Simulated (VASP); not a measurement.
Output of a VASP run:

File OSZICAR:
```
       N       E                     dE             d eps       ncg     rms          rms(c)
DAV:   1     0.102716515883E+04    0.10272E+04   -0.40201E+04  4816   0.190E+03
DAV:   2     0.340659371211E+02   -0.99310E+03   -0.97221E+03  4822   0.640E+02
DAV:   3    -0.944337676314E+02   -0.12850E+03   -0.12503E+03  7594   0.191E+02
DAV:   4    -0.102160708750E+03   -0.77269E+01   -0.76360E+01  6616   0.449E+01
DAV:   5    -0.102511622389E+03   -0.35091E+00   -0.34976E+00  8341   0.899E+00    0.533E+01
DAV:   6    -0.915901078823E+02    0.10922E+02   -0.27124E+02  6295   0.858E+01    0.273E+01
DAV:   7    -0.841970322780E+02    0.73931E+01   -0.12248E+02  6702   0.636E+01    0.203E+01
DAV:   8    -0.835164225724E+02    0.68061E+00   -0.11985E+01  6771   0.179E+01    0.967E+00
DAV:   9    -0.833224442942E+02    0.19398E+00   -0.30325E+00  7082   0.919E+00    0.191E+00
DAV:  10    -0.832975516140E+02    0.24893E-01   -0.55916E-01  6471   0.462E+00    0.100E+00
DAV:  11    -0.832938423962E+02    0.37092E-02   -0.35763E-02  7301   0.115E+00    0.272E-01
DAV:  12    -0.832935746777E+02    0.26772E-03   -0.86113E-03  7077   0.420E-01    0.660E-02
DAV:  13    -0.832935269225E+02    0.47755E-04   -0.27169E-04  6090   0.106E-01    0.462E-02
DAV:  14    -0.832934972233E+02    0.29699E-04   -0.10744E-04  7231   0.606E-02    0.322E-02
DAV:  15    -0.832934634067E+02    0.33817E-04   -0.89277E-05  6629   0.486E-02    0.685E-03
DAV:  16    -0.832934636600E+02   -0.25330E-06   -0.68962E-06  6748   0.173E-02    0.812E-03
DAV:  17    -0.832934608979E+02    0.27621E-05   -0.12317E-06  5914   0.792E-03    0.151E-03
DAV:  18    -0.832934620457E+02   -0.11478E-05   -0.28222E-07  4423   0.251E-03    0.543E-04
DAV:  19    -0.832934615952E+02    0.45053E-06   -0.32878E-08  3074   0.137E-03    0.318E-04
DAV:  20    -0.832934614421E+02    0.15305E-06   -0.12337E-08  2956   0.806E-04    0.158E-04
DAV:  21    -0.832934613923E+02    0.49797E-07   -0.62835E-09  2959   0.616E-04
   1 F= -.83293461E+02 E0= -.83293461E+02  d E =0.000000E+00
```

File OUTCAR:
```
------------------------ aborting loop because EDIFF is reached ----------------------------------------
  FORCE on cell =-STRESS in cart. coord.  units (eV):
  Direction    XX          YY          ZZ          XY          YZ          ZX
  --------------------------------------------------------------------------------------
  Total       -0.0779904     -0.0779904     -0.0779904      0.0000000      0.0000000     -0.0000000
  in kB       -1.7211538     -1.7211538     -1.7211538      0.0000000      0.0000000     -0.0000000
  external PRESSURE =      -1.7211538 kB  Pullay stress =       0.0000000 kB
  volume of cell :       72.60
      direct lattice vectors                 reciprocal lattice vectors
     4.171676919  0.000000000  0.000000000     0.239711756  0.000000000  0.000000000
     0.000000000  4.171676919  0.000000000     0.000000000  0.239711756  0.000000000
     0.000000000  0.000000000  4.171676919     0.000000000  0.000000000  0.239711756
 POSITION                                       TOTAL-FORCE (eV/Angst)
 -----------------------------------------------------------------------------------
      0.00000      0.00000      0.00000         0.000000      0.000000      0.000000
      2.08584      2.08584      0.00000         0.000000      0.000000      0.000000
      2.08584      0.00000      2.08584         0.000000      0.000000      0.000000
      2.08584      2.08584      2.08584         0.000000      0.000000      0.000000
      0.00000      0.00000      2.08584         0.000000      0.000000      0.000000
      0.00000      2.08584      0.00000         0.000000      0.000000      0.000000
      2.08584      0.00000      0.00000         0.000000      0.000000      0.000000
      0.00000      2.08584      2.08584         0.000000      0.000000      0.000000
 -----------------------------------------------------------------------------------
    total drift:                                0.000000     -0.000000     -0.000000
  FREE ENERGIE OF THE ION-ELECTRON SYSTEM (eV)
  ---------------------------------------------------
  free  energy   TOTEN  =       -83.2934613923 eV

  energy  without entropy=      -83.2934613923  energy(sigma->0) =      -83.29346139

 total charge

# of ion       s       p       d       tot
------------------------------------------
    1        2.230   6.263   3.170  11.663
    2        2.230   6.263   3.170  11.663
    3        2.230   6.263   3.170  11.663
    4        1.240   2.531   0.000   3.771
    5        1.240   2.531   0.000   3.771
    6        1.240   2.531   0.000   3.771
    7        1.235   2.477   0.000   3.711
    8        2.187   6.123   2.457  10.767
--------------------------------------------------
tot         13.833  34.979  11.968  60.780
```
(Selected blocks of OUTCAR.)

File POSCAR:
```
NbV3N4
1
    4.1716769191     0.0000000000     0.0000000000
    0.0000000000     4.1716769191     0.0000000000
    0.0000000000     0.0000000000     4.1716769191
V N Nb
3 4 1
Direct
  0.0000000000   0.0000000000   0.0000000000
  0.5000000000   0.5000000000   0.0000000000
  0.5000000000   0.0000000000   0.5000000000
  0.5000000000   0.5000000000   0.5000000000
  0.0000000000   0.0000000000   0.5000000000
  0.0000000000   0.5000000000   0.0000000000
  0.5000000000   0.0000000000   0.0000000000
  0.0000000000   0.5000000000   0.5000000000
```

Task: Reconstruct the remaining input files.

Result: One answer among several that fit: the input of the run itself, PBEsol GGA, plane waves, VASP's PBE PAW potentials (set 64).

### KPOINTS
```
Automatic mesh
0
Gamma
  10 10 10
```

### INCAR
```
SYSTEM = NbV3N4
PREC = Accurate; ENCUT = 520; LREAL = .False.
LASPH = .True.
EDIFF = 1E-7; NELM = 100; ALGO = Normal
LMAXMIX = 4
ISMEAR = -5
GGA = PS
ISIF = 2
LWAVE = .False.; LCHARG = .True.; LORBIT = 11
NEDOS = 601
```

POTCAR, in this order: V_sv N Nb_sv (PBE.64 set). Program: vasp_std.

For a metal the tetrahedron method with Blöchl corrections gives inexact stress and forces.

The structure was generated: NbV3N4 was put into an ordered model structure (Pm-3m), which need not be its known phase. It was relaxed first. The run is not spin-polarised, so no magnetic state was tried.
